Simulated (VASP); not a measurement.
VASP input:

**POSCAR**
```
HfCu3
1
   -2.0039498600     2.0039498600     3.4037362236
    2.0039498600    -2.0039498600     3.4037362236
    2.0039498600     2.0039498600    -3.4037362236
Hf Cu
1 3
Direct
  1.0000000000   1.0000000000   1.0000000000
  0.7500000000   0.2500000000   0.5000000000
  0.2500000000   0.7500000000   0.5000000000
  0.5000000000   0.5000000000   1.0000000000
```

INCAR:
```
ALGO=Normal
EDIFF=1E-6
EDIFFG=-0.02
ENCUT=400
GGA=PS
IBRION=2
ISIF=3
ISMEAR=1
LASPH=.True.
LCHARG=.False.
LMAXMIX=6
LREAL=.False.
LWAVE=.False.
NELM=100
NSW=60
PREC=Accurate
SIGMA=0.1
SYSTEM=HfCu3
```

KPOINTS:
```
Automatic mesh
0
gamma
  10 10 10
0 0 0
```

POTCAR, in this order: Hf_pv Cu (PBE.64 set). Program: vasp_std.

### Question
Translate this PBEsol calculation to Quantum ESPRESSO's pw.x.

### Answer
One equivalent input (not run):
```
&CONTROL
  calculation = 'vc-relax'
  pseudo_dir = './pseudo'
  outdir = './out'
  tprnfor = .true.
  tstress = .true.
  nstep = 60
  forc_conv_thr = 0.00078
/
&SYSTEM
  ibrav = 0
  nat = 4
  ntyp = 2
  ecutwfc = 92
  occupations = 'smearing'
  smearing = 'methfessel-paxton'
  degauss = 0.00735
  input_dft = 'pbesol'
/
&ELECTRONS
  conv_thr = 7.3e-08
  electron_maxstep = 100
/
&IONS
/
&CELL
/
ATOMIC_SPECIES
  Hf 178.490 Hf.upf
  Cu 63.546 Cu.upf
CELL_PARAMETERS angstrom
    -2.0039499    2.0039499    3.4037362
     2.0039499   -2.0039499    3.4037362
     2.0039499    2.0039499   -3.4037362
ATOMIC_POSITIONS crystal
  Hf   1.0000000  1.0000000  1.0000000
  Cu   0.7500000  0.2500000  0.5000000
  Cu   0.2500000  0.7500000  0.5000000
  Cu   0.5000000  0.5000000  1.0000000
K_POINTS automatic
  10 10 10 0 0 0
```
Limits of the translation: the potentials are each code's own (VASP's PAW set, PseudoDojo norm-conserving files in pw.x), so ENCUT and ecutwfc are chosen apart and not converted; conv_thr bounds pw.x's estimated SCF error, while EDIFF bounds the energy change between steps; forc_conv_thr acts on force components and is met together with etot_conv_thr.

The structure comes from a computed database's HfCu3 entry (I4/mmm); how it stands against other phases isn't given here. This run relaxes it. Symmetry was kept, so distortions that lower it aren't found. The start is the result of an earlier pass.
